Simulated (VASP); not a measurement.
Here is the system:

```
CELL_PARAMETERS angstrom
      2.03700     1.17606     6.65701
     -2.03700     1.17606     6.65701
      0.00000    -2.35213     6.65701
ATOMIC_POSITIONS crystal
  Sn 0.50000 0.50000 0.50000
  Pb 0.00000 0.00000 0.00000
  S  0.24704 0.24704 0.24704
  S  0.75296 0.75296 0.75296
```

The numbers are results of LDA (Ceperley-Alder, Perdew-Zunger), VASP's LDA PAW potentials (set 64) (plane waves; VASP), not measurements. Run with 400 eV cut-off, 7×7×7 Γ-centred mesh, tetrahedra with Blöchl corrections, potentials Sn_d Pb_d S.

The cores are frozen, which limits the accuracy of field gradients.

Give the principal components of the electric field gradient (V/Å²) and the asymmetry η at each nucleus.

```json
[
 {"atom": "Sn1", "Vxx": "0.1", "Vyy": "0.1", "Vzz": "-0.2", "η": "-"},
 {"atom": "Pb2", "Vxx": "6.2", "Vyy": "6.2", "Vzz": "-12.5", "η": "0.00"},
 {"atom": "S3", "Vxx": "-0.1", "Vyy": "-0.1", "Vzz": "0.1", "η": "-"},
 {"atom": "S4", "Vxx": "-0.1", "Vyy": "-0.1", "Vzz": "0.1", "η": "-"}
]
```

The structure comes from a computed database's SnPbS2 entry (R-3m); how it stands against other phases isn't given here. It was relaxed first, which changed the volume by -8 %.
